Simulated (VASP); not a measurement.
Output of a VASP run:

### OSZICAR
```
       N       E                     dE             d eps       ncg     rms          rms(c)
DAV:   1     0.104734633511E+03    0.10473E+03   -0.10739E+04  2880   0.139E+03
DAV:   2    -0.472158855556E+02   -0.15195E+03   -0.14810E+03  2880   0.300E+02
DAV:   3    -0.532611800270E+02   -0.60453E+01   -0.59450E+01  3330   0.776E+01
DAV:   4    -0.534227519502E+02   -0.16157E+00   -0.16098E+00  3640   0.111E+01
DAV:   5    -0.534270930405E+02   -0.43411E-02   -0.43421E-02  3512   0.185E+00    0.180E+01
DAV:   6    -0.552224276967E+02   -0.17953E+01   -0.10089E+02  3174   0.183E+02    0.244E+01
DAV:   7    -0.474064546431E+02    0.78160E+01   -0.28733E+01  3164   0.105E+02    0.311E+00
DAV:   8    -0.474105400061E+02   -0.40854E-02   -0.35607E+00  4270   0.237E+01    0.341E+00
DAV:   9    -0.473449223613E+02    0.65618E-01   -0.31803E-01  3490   0.993E+00    0.134E+00
DAV:  10    -0.473516383183E+02   -0.67160E-02   -0.81518E-02  3520   0.430E+00    0.668E-01
DAV:  11    -0.473452119083E+02    0.64264E-02   -0.64149E-02  3248   0.466E+00    0.537E-01
DAV:  12    -0.473481315893E+02   -0.29197E-02   -0.16500E-02  3272   0.242E+00    0.136E-01
DAV:  13    -0.473483430305E+02   -0.21144E-03   -0.49487E-04  3224   0.367E-01    0.107E-01
DAV:  14    -0.473482108261E+02    0.13220E-03   -0.58091E-04  3302   0.431E-01    0.381E-02
DAV:  15    -0.473483399776E+02   -0.12915E-03   -0.29632E-04  3430   0.288E-01    0.630E-02
DAV:  16    -0.473482665707E+02    0.73407E-04   -0.25963E-04  3276   0.295E-01    0.115E-02
DAV:  17    -0.473482756640E+02   -0.90933E-05   -0.96282E-06  3278   0.312E-02    0.423E-03
DAV:  18    -0.473482709315E+02    0.47326E-05   -0.50112E-07  3012   0.867E-03    0.209E-03
DAV:  19    -0.473482727184E+02   -0.17870E-05   -0.48314E-07  2966   0.111E-02    0.425E-04
DAV:  20    -0.473482691939E+02    0.35245E-05   -0.36624E-08  1538   0.219E-03    0.199E-04
DAV:  21    -0.473482711485E+02   -0.19546E-05   -0.10152E-08  1520   0.148E-03    0.205E-04
DAV:  22    -0.473482701152E+02    0.10333E-05   -0.37080E-09  1504   0.112E-03    0.339E-05
DAV:  23    -0.473482704239E+02   -0.30870E-06   -0.82744E-10  1508   0.340E-04    0.291E-05
DAV:  24    -0.473482703855E+02    0.38436E-07   -0.29800E-10  1510   0.208E-04
   1 F= -.47348270E+02 E0= -.47348270E+02  d E =0.000000E+00
       N       E                     dE             ncg
```

OUTCAR:
```
------------------------ aborting loop because EDIFF is reached ----------------------------------------
  FORCE on cell =-STRESS in cart. coord.  units (eV):
  Direction    XX          YY          ZZ          XY          YZ          ZX
  --------------------------------------------------------------------------------------
  Total        0.1764341      0.1764341     -0.0909562      0.0000000      0.0000000     -0.0000000
  in kB        4.2033541      4.2033553     -2.1669337      0.0000000      0.0000000     -0.0000000
  external PRESSURE =       2.0799252 kB  Pullay stress =       0.0000000 kB
  volume of cell :       67.25
      direct lattice vectors                 reciprocal lattice vectors
     1.996364447 -3.457805109  0.000000000     0.250455272 -0.144600399  0.000000000
     1.996364447  3.457805109  0.000000000     0.250455272  0.144600399  0.000000000
     0.000000000  0.000000000  4.871097040     0.000000000  0.000000000  0.205292564
 POSITION                                       TOTAL-FORCE (eV/Angst)
 -----------------------------------------------------------------------------------
      0.00000      0.00000      0.00000        -0.000000     -0.000000     -0.000000
      1.99636      1.15260      3.15707        -0.000000     -0.000000      0.022718
      1.99636     -1.15260      1.71402        -0.000000     -0.000000     -0.022718
      1.99636      1.15260      0.71340         0.000000      0.000000      0.015135
      1.99636     -1.15260      4.15769        -0.000000     -0.000000     -0.015135
 -----------------------------------------------------------------------------------
    total drift:                                0.000000     -0.000000      0.000000
  FREE ENERGIE OF THE ION-ELECTRON SYSTEM (eV)
  ---------------------------------------------------
  free  energy   TOTEN  =       -47.3482703855 eV

  energy  without entropy=      -47.3482703855  energy(sigma->0) =      -47.34827039

 total charge

# of ion       s       p       d       tot
------------------------------------------
    1        0.411   0.425   0.000   0.836
    2        0.398   0.418   0.000   0.816
    3        0.398   0.418   0.000   0.816
    4        0.534   0.635   8.445   9.615
    5        0.534   0.635   8.445   9.615
--------------------------------------------------
tot          2.275   2.531  16.890  21.697

 Electric field gradients after diagonalization (V/A^2)
 (convention: |V_zz| > |V_xx| > |V_yy|)
----------------------------------------------------------------------
 ion       V_xx      V_yy      V_zz     asymmetry (V_yy - V_xx)/ V_zz
----------------------------------------------------------------------
   1     -23.483   -23.483    46.966       0.000
   2      13.326    13.326   -26.653       0.000
   3      13.326    13.326   -26.653       0.000
   4       1.294     1.288    -2.583       0.002
   5       1.294     1.288    -2.583       0.002
```
(Selected blocks of OUTCAR.)

### POSCAR
```
Al3Ni2
1
    1.9963644474    -3.4578051094    -0.0000000000
    1.9963644474     3.4578051094     0.0000000000
    0.0000000000     0.0000000000     4.8710970399
Al Ni
3 2
Direct
  0.0000000000   1.0000000000   0.0000000000
  0.3333330000   0.6666670000   0.6481235214
  0.6666670000   0.3333330000   0.3518764786
  0.3333330000   0.6666670000   0.1464563357
  0.6666670000   0.3333330000   0.8535436643
```

Task: Reconstruct the remaining input files.

Result: Several could match; the one computed here: the input of the run itself, r2SCAN meta-GGA, plane waves, VASP's PBE PAW potentials (set 64).

**INCAR**
```
SYSTEM = Al3Ni2
PREC = Accurate
ENCUT = 400
EDIFF = 1E-7
NELM = 100
ALGO = Normal
LREAL = .FALSE.
LASPH = .TRUE.
ISMEAR = -5
METAGGA = R2SCAN
LMIXTAU = .TRUE.
LMAXMIX = 4
LWAVE = .FALSE.
LCHARG = .FALSE.
LORBIT = 11
NEDOS = 601
ISIF = 2
LEFG = .TRUE.
```

**KPOINTS**
```
Automatic mesh
0
Gamma
10 10 7
0 0 0
```

File KPOINTS_OPT:
```
k-points along high-symmetry lines
6
Line-mode
Reciprocal
  0.000000   0.000000   0.000000 ! GAMMA
  0.500000   0.000000   0.000000 ! M

  0.500000   0.000000   0.000000 ! M
  0.333333   0.333333   0.000000 ! K

  0.333333   0.333333   0.000000 ! K
  0.000000   0.000000   0.000000 ! GAMMA

  0.000000   0.000000   0.000000 ! GAMMA
  0.000000   0.000000   0.500000 ! A

  0.000000   0.000000   0.500000 ! A
  0.500000   0.000000   0.500000 ! L

  0.500000   0.000000   0.500000 ! L
  0.333333   0.333333   0.500000 ! H

  0.333333   0.333333   0.500000 ! H
  0.000000   0.000000   0.500000 ! A

  0.500000   0.000000   0.500000 ! L
  0.500000   0.000000   0.000000 ! M

  0.333333   0.333333   0.500000 ! H
  0.333333   0.333333   0.000000 ! K
```

POTCAR, in this order: Al Ni (PBE.64 set). Program: vasp_std.

For a metal the tetrahedron method with Blöchl corrections gives inexact stress and forces.

The compound is Al3Ni2 in the sg164 structure. It was relaxed first. The run is not spin-polarised, so no magnetic state was tried. The electron count is odd and the run is not spin-polarised, which forces a metal.
